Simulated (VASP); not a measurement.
Consider the following.

```xyz
2
Lattice="0.0000 3.4967 3.4967 3.4967 0.0000 3.4967 3.4967 3.4967 0.0000" Properties=species:S:1:pos:R:3 pbc="T T T"
Ba     3.4967     3.4967     6.9933
Te     3.4967     3.4967     3.4967
```

Level of theory: PBE GGA with D3 dispersion (Becke-Johnson damping), VASP's PBE PAW potentials (set 64) (plane waves; VASP). Numerical set-up: 520 eV cut-off, 7×7×7 Γ-centred mesh, Gaussian smearing of 0.050 eV, potentials Ba_sv Te.

### Question
Estimate the energy per atom (σ→0).

### Answer

```yaml
energy per atom (σ→0): -4621 meV/atom
```

Total energies compare only between runs with the same potentials, cut-off and functional.

The compound is BaTe in the rock salt structure. It was relaxed first.
